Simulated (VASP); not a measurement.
OSZICAR of a VASP run on KI (rock salt):

File OSZICAR:
```
       N       E                     dE             d eps       ncg     rms          rms(c)
DAV:   1     0.934505732005E+02    0.93451E+02   -0.65449E+03   480   0.112E+03
DAV:   2     0.299733285771E+00   -0.93151E+02   -0.87995E+02   580   0.244E+02
DAV:   3    -0.534275844106E+01   -0.56425E+01   -0.56178E+01   620   0.558E+01
DAV:   4    -0.565244823430E+01   -0.30969E+00   -0.30936E+00   888   0.116E+01
DAV:   5    -0.565328870249E+01   -0.84047E-03   -0.84045E-03   612   0.662E-01    0.282E+00
DAV:   6    -0.556370979432E+01    0.89579E-01   -0.13133E-01   584   0.220E+00    0.205E+00
DAV:   7    -0.555803701074E+01    0.56728E-02   -0.13637E-01   600   0.206E+00    0.801E-01
DAV:   8    -0.556408250252E+01   -0.60455E-02   -0.14570E-02   592   0.884E-01    0.106E-01
DAV:   9    -0.556464691437E+01   -0.56441E-03   -0.12049E-03   628   0.224E-01    0.723E-02
DAV:  10    -0.556483190980E+01   -0.18500E-03   -0.19710E-04   584   0.962E-02    0.186E-02
DAV:  11    -0.556485110115E+01   -0.19191E-04   -0.38339E-05   608   0.392E-02    0.130E-02
DAV:  12    -0.556485248677E+01   -0.13856E-05   -0.44883E-06   584   0.176E-02    0.108E-02
DAV:  13    -0.556485291392E+01   -0.42715E-06   -0.11189E-06   608   0.691E-03    0.345E-03
DAV:  14    -0.556485283719E+01    0.76735E-07   -0.62687E-08   424   0.223E-03
   1 F= -.59656593E+01 E0= -.59656593E+01  d E =-.280534E-20
```

Q: Which electronic solver shows in the log?

A: It is blocked Davidson (ALGO = Normal, or the opening steps of other solvers). The INCAR had ALGO = Normal.

Q: Can the final energy be trusted as converged?

A: The calculation finished and met its thresholds. It stopped with EDIFF = 1E-7, NELM = 100 (PBE GGA with D3 dispersion (zero damping), plane waves, VASP's PBE PAW potentials (set 64)).

The compound is KI in the rock salt structure. This cell is one point of a volume scan, at 1.03 of the reference volume.
